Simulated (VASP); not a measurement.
```
NiO
1.0
    4.21324     2.10291     2.10291
    2.10291     4.21324     2.10291
    2.10291     2.10291     4.21324
Ni O
2 2
Direct
  0.00000   0.00000   0.00000
  0.50000   0.50000   0.50000
  0.25000   0.25000   0.25000
  0.75000   0.75000   0.75000
```
Starting moments (μB, in the order of the record's atoms Ni Ni O O): 1.3 -1.3 0.0 0.0.

The numbers are results of optB88-vdW, VASP's PBE PAW potentials (set 64) (plane waves; VASP), not measurements. Run with 520 eV cut-off, 9×9×9 Γ-centred mesh, Gaussian smearing of 0.050 eV, potentials Ni O.

Problem. What does the run give for the cell moment, energy per atom (σ→0), pressure?

Solution. 
```json
{
 "cell_moment": "0.00 μB",
 "energy per atom (σ→0)": "-3.759 eV/atom",
 "pressure": "-5.58 GPa"
}
```

Problem. Give the moment on each site (PAW-sphere projection).

Solution. 
```tsv
site	moment (μB)
Ni1	1.33
Ni2	-1.33
O3	0.00
O4	0.00
```

The absolute energy has meaning only against runs of the same code, potentials and settings.

The compound is NiO in the rock salt, AFM-II order structure. This cell is one point of a volume scan, at 1.03 of the reference volume.
